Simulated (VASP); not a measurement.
Output of a VASP run:

File OUTCAR:
```
 ion  position               nearest neighbor table
   1  0.333  0.667  0.250-   2 2.52   2 2.52   2 2.52   2 2.52   2 2.55   2 2.55
   2  0.677  0.344  0.750-   1 2.52   1 2.52   1 2.52   1 2.52   1 2.55   1 2.55
  LATTYP: Found a base centered orthorhombic cell.
 ALAT       =     2.5242460000
 B/A-ratio  =     1.6867246695
 C/A-ratio  =     1.6472693232
 Subroutine PRICEL returns:
 Original cell was already a primitive cell.
 Subroutine GETGRP returns: Found  4 space group operations
The static configuration has the point symmetry C_1 .
 The point group associated with its full space group is C_2h.
The dynamic configuration has the point symmetry C_1 .
The overall configuration has the point symmetry C_1 .
 Subroutine INISYM returns: Found  4 space group operations
 Subroutine IBZKPT returns following result:
 Found    565 irreducible k-points:

 Following reciprocal coordinates:
            Coordinates               Weight
  0.000000  0.000000  0.000000      1.000000
  0.066667  0.000000  0.000000      2.000000
  0.000000  0.066667  0.000000      2.000000
  0.133333 -0.000000  0.000000      2.000000
 -0.000000  0.133333  0.000000      2.000000
  0.200000  0.000000  0.000000      2.000000
  0.000000  0.200000  0.000000      2.000000
  0.266667 -0.000000  0.000000      2.000000
 -0.000000  0.266667  0.000000      2.000000
  0.333333  0.000000  0.000000      2.000000
  0.000000  0.333333  0.000000      2.000000
  0.400000  0.000000  0.000000      2.000000
  0.000000  0.400000  0.000000      2.000000
  0.466667  0.000000  0.000000      2.000000
  0.000000  0.466667  0.000000      2.000000
  0.066667  0.066667  0.000000      2.000000
  0.133333  0.066667  0.000000      2.000000
  0.066667  0.133333  0.000000      2.000000
  0.200000  0.066667  0.000000      2.000000
  0.066667  0.200000  0.000000      2.000000
  0.266667  0.066667  0.000000      2.000000
  0.066667  0.266667  0.000000      2.000000
  0.333333  0.066667  0.000000      2.000000
  0.066667  0.333333  0.000000      2.000000
  0.400000  0.066667  0.000000      2.000000
  0.066667  0.400000  0.000000      2.000000
  0.466667  0.066667  0.000000      2.000000
  0.066667  0.466667  0.000000      2.000000
 -0.466667  0.066667  0.000000      2.000000
  0.066667 -0.466667  0.000000      2.000000
 -0.400000  0.066667  0.000000      2.000000
  0.066667 -0.400000  0.000000      2.000000
 -0.333333  0.066667  0.000000      2.000000
  0.066667 -0.333333  0.000000      2.000000
 -0.266667  0.066667  0.000000      2.000000
  0.066667 -0.266667  0.000000      2.000000
 -0.200000  0.066667  0.000000      2.000000
  0.066667 -0.200000  0.000000      2.000000
 -0.133333  0.066667  0.000000      2.000000
  0.066667 -0.133333  0.000000      2.000000
   k-points           NKPTS =    565   k-points in BZ     NKDIM =    565   number of bands    NBANDS=     13
   number of dos      NEDOS =    301   number of ions     NIONS =      2
   total plane-waves  NPLWV =   7168
   dimension x,y,z NGX =    16 NGY =   16 NGZ =   28
   dimension x,y,z NGXF=    32 NGYF=   32 NGZF=   56
   ions per type =               2
   PREC   = accura    normal or accurate (medium, high low for compatibility)
   ISTART =      0    job   : 0-new  1-cont  2-samecut
   ICHARG =      2    charge: 1-file 2-atom 10-const
   ISPIN  =      2    spin polarized calculation?
   LNONCOLLINEAR =      F non collinear calculations
   LSORBIT =      F    spin-orbit coupling
   INIWAV =      1    electr: 0-lowe 1-rand  2-diag
   ENCUT  =  400.0 eV  29.40 Ry    5.42 a.u.   4.04  4.04  6.78*2*pi/ulx,y,z
   NELM   =    100;   NELMIN=  2; NELMDL= -5     # of ELM steps
   EDIFF  = 0.1E-05   stopping-criterion for ELM
   LREAL  =      F    real-space projection
   NLSPLINE    = F    spline interpolate recip. space projectors
   LMAXMIX     =    4 max onsite mixed and CHGCAR
   VOSKOWN=      0    Vosko Wilk Nusair interpolation
...
```

**OSZICAR**
```
       N       E                     dE             d eps       ncg     rms          rms(c)
DAV:   1     0.757120208001E+02    0.75712E+02   -0.73013E+03 29726   0.155E+03
DAV:   2    -0.139837330269E+02   -0.89696E+02   -0.84066E+02 29470   0.275E+02
DAV:   3    -0.161161008328E+02   -0.21324E+01   -0.20350E+01 31795   0.598E+01
DAV:   4    -0.161456165421E+02   -0.29516E-01   -0.29478E-01 41021   0.567E+00
DAV:   5    -0.161460810986E+02   -0.46456E-03   -0.46453E-03 34075   0.613E-01    0.139E+01
DAV:   6    -0.141178110378E+02    0.20283E+01   -0.21153E+01 29805   0.921E+01    0.605E+00
DAV:   7    -0.135557946505E+02    0.56202E+00   -0.29213E+00 30105   0.336E+01    0.158E+00
DAV:   8    -0.135253247681E+02    0.30470E-01   -0.23981E-02 44735   0.266E+00    0.569E-01
DAV:   9    -0.135188303348E+02    0.64944E-02   -0.24514E-03 44112   0.659E-01    0.915E-02
DAV:  10    -0.135188497616E+02   -0.19427E-04   -0.88039E-05 30544   0.147E-01    0.399E-02
DAV:  11    -0.135188504153E+02   -0.65374E-06   -0.67236E-06 38874   0.411E-02
   1 F= -.13518850E+02 E0= -.13518696E+02  d E =-.463446E-03  mag=    -0.0015
```

### OUTCAR
```
------------------------ aborting loop because EDIFF is reached ----------------------------------------
  FORCE on cell =-STRESS in cart. coord.  units (eV):
  Direction    XX          YY          ZZ          XY          YZ          ZX
  --------------------------------------------------------------------------------------
  Total       -2.4921647     -1.5609964     -3.1390873     -0.0420683      0.0000000      0.0000000
  in kB     -178.6954470   -111.9279704   -225.0816696     -3.0164195      0.0000000      0.0000000
  external PRESSURE =    -171.9016957 kB  Pullay stress =       0.0000000 kB
  volume of cell :       22.34
      direct lattice vectors                 reciprocal lattice vectors
     1.262123000 -2.128854000  0.000000000     0.396157902 -0.234868150  0.000000000
     1.262123000  2.128854000  0.000000000     0.396157902  0.234868150  0.000000000
     0.000000000  0.000000000  4.158113000     0.000000000  0.000000000  0.240493705
 POSITION                                       TOTAL-FORCE (eV/Angst)
 -----------------------------------------------------------------------------------
      1.26212      0.70962      1.03953         0.073031      0.041332     -0.000000
      1.28853     -0.70962      3.11858        -0.073031     -0.041332      0.000000
 -----------------------------------------------------------------------------------
    total drift:                                0.000019     -0.000026     -0.000000
  FREE ENERGIE OF THE ION-ELECTRON SYSTEM (eV)
  ---------------------------------------------------
  free  energy   TOTEN  =       -13.5188504153 eV

  energy  without entropy=      -13.5183869697  energy(sigma->0) =      -13.51869593

 total charge

# of ion       s       p       d       tot
------------------------------------------
    1        0.470   0.488   7.258   8.215
    2        0.470   0.488   7.258   8.215
--------------------------------------------------
tot          0.939   0.976  14.516  16.431

 magnetization (x)

# of ion       s       p       d       tot
------------------------------------------
    1        0.000   0.000  -0.001  -0.001
    2        0.000   0.000  -0.001  -0.001
--------------------------------------------------
tot          0.000   0.000  -0.002  -0.002
```
(Selected blocks of OUTCAR.)

**POSCAR**
```
Co
1
    1.2621230000    -2.1288540000     0.0000000000
    1.2621230000     2.1288540000     0.0000000000
    0.0000000000     0.0000000000     4.1581130000
Co
2
Direct
  0.3333330000   0.6666670000   0.2500000000
  0.6771300000   0.3437960000   0.7500000000
```

Write an INCAR and KPOINTS that could have produced this output.

Several could match; the one computed here: the input of the run itself, PBE GGA, plane waves, VASP's PBE PAW potentials (set 64).

INCAR:
```
ENCUT=400   # plane-wave cut-off (eV)
LORBIT=10
ALGO=Normal
ISPIN=2
SYSTEM=Co
PREC=Accurate
MAGMOM=0 0
SIGMA=0.1
GGA=PE   # PBE
LWAVE=.FALSE.
LCHARG=.FALSE.
NELM=100   # most electronic steps
ISIF=2   # forces and stress, cell fixed
LMAXMIX=4
LASPH=.TRUE.
EDIFF=1E-6
ISMEAR=1   # Methfessel-Paxton
LREAL=.FALSE.   # projection in real space or not
```

KPOINTS:
```
Automatic mesh
0
Gamma
15 15 8
0 0 0
```

POTCAR, in this order: Co (PBE.64 set). Program: vasp_std.

The compound is Co in the hcp structure. The cell was not relaxed at this level, atoms are displaced from their ideal sites. The run is one of a series of settings (MAGMOM = 0 0 against the base run), some of them coarse on purpose.
